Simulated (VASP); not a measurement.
Data:

```xyz
4
Lattice="2.1661 -3.7518 0.0000 2.1661 3.7518 0.0000 0.0000 0.0000 7.0632" Properties=species:S:1:pos:R:3 pbc="T T T"
Cd     2.1661    -1.2506     3.5319
Cd     2.1661     1.2506     0.0003
Se     2.1661    -1.2506     6.1871
Se     2.1661     1.2506     2.6554
```

Level of theory: PBE GGA with D3 dispersion (zero damping), VASP's PBE PAW potentials (set 64) (plane waves; VASP 6.6.1). Numerical set-up: 520 eV cut-off, Gaussian smearing of 0.050 eV, potentials Cd Se.

### Question
What does the run give for the band gap (along the path) with the smallest direct gap where there is one?

### Answer

- band gap (along the path): 0.62 eV
- smallest direct gap (along the path): 0.62 eV

Only differences to runs with the same potentials and settings are physical.

The compound is CdSe in the wurtzite structure. It was relaxed first.
